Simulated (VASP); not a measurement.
Here is a VASP 6.6.1 calculation.

INCAR

```
SYSTEM = Si2B3
ALGO = Fast
EDIFF = 1E-4
EDIFFG = -0.08
ENCUT = 520
GGA = PE
IBRION = 2
ISIF = 3
ISMEAR = 0
LASPH = .True.
LCHARG = .False.
LREAL = .False.
LWAVE = .False.
NELM = 60
NSW = 24
PREC = Normal
SIGMA = 0.15
```

KPOINTS

```
k-points
0
Gamma
  4 4 4
  0 0 0
```

Contents of POSCAR:

```
Si2B3
1.0
    4.0342546100      0.0000000000      0.0000000000
    0.0000000000      4.0342546100      0.0000000000
    0.0000000000      0.0000000000      3.9343376600
Si B
2 3
Direct
    0.0000000000      0.5000000000      0.5000000000
    0.5000000000      0.0000000000      0.5000000000
    0.5000000000      0.5000000000      0.8457674500
    0.5000000000      0.5000000000      0.1542325500
    0.5000000000      0.5000000000      0.5000000000
```

Potentials or basis: VASP PAW PBE potentials, release 64 (Si, B).

Launch:

```bash
$ cat potpaw_PBE.64/Si/POTCAR potpaw_PBE.64/B/POTCAR > POTCAR
$ mpirun -np 1 vasp_std > vasp.out
```

(1) Estimate the relaxed cell.

(2) What does it give for the relaxed volume?

(3) Estimate the space group after relaxing (to 0.05 Å).

(4) Estimate the band gap on the k mesh.

Answers

(1) a = 4.401 Å, b = 4.401 Å, c = 4.671 Å, α = 90.00°, β = 90.00°, γ = 90.00°.

(2) 18.10 Å³/atom.

(3) P4/mmm (No. 123).

(4) none (metal or under the smearing width).

Caveat: the k mesh is coarse (spacing up to 0.40 Å⁻¹), so the values aren't converged; the volume moved by over 15 % at a fixed basis, so the end points are rough.
